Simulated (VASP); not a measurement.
Input:

```
CELL_PARAMETERS angstrom
      1.08189    -1.87389     0.00000
      1.08189     1.87389     0.00000
      0.00000     0.00000     3.42829
ATOMIC_POSITIONS crystal
  Be 0.33333 0.66667 0.25000
  Be 0.66667 0.33333 0.75000
```

Level of theory: PBE GGA, VASP's PBE PAW potentials (set 64) (plane waves; VASP 6.6.1). Numerical set-up: 500 eV cut-off, 19×19×11 Γ-centred mesh, first-order Methfessel-Paxton smearing of 0.10 eV, potentials Be.

Energy and stress use the plane-wave basis of the starting cell.

Problem. The ions, cell shape and volume at an external pressure of 30.0 GPa are relaxed. What does this cell relax into?

Solution. 
```
CELL_PARAMETERS angstrom
      1.06321    -1.84154     0.00000
      1.06321     1.84154     0.00000
      0.00000     0.00000     3.37654
ATOMIC_POSITIONS crystal
  Be 0.33333 0.66667 0.25000
  Be 0.66667 0.33333 0.75000
```
Space group P6_3/mmc (194), at a tolerance of 0.03 Å.

Problem. How do energy and volume change from the first to the last step?

Solution. The energy (σ→0) changes by +52.2 meV/atom and the volume by -4.9 %, in 5 ionic steps.

| step | E(σ→0) (eV) | max force (eV/Å) | pressure (GPa) | volume (Å³) |
|---|---|---|---|---|
| 1 | -7.4295 | 0.000 | 19.81 | 13.90 |
| 2 | -7.2876 | 0.000 | 33.05 | 13.03 |
| 3 | -7.3229 | 0.000 | 30.03 | 13.21 |
| 4 | -7.3254 | 0.000 | 29.81 | 13.22 |
| 5 | -7.3252 | 0.000 | 29.81 | 13.22 |

The compound is Be in the hcp structure. This run relaxes it under an external pressure of 30 GPa. Symmetry was kept, so distortions that lower it aren't found.
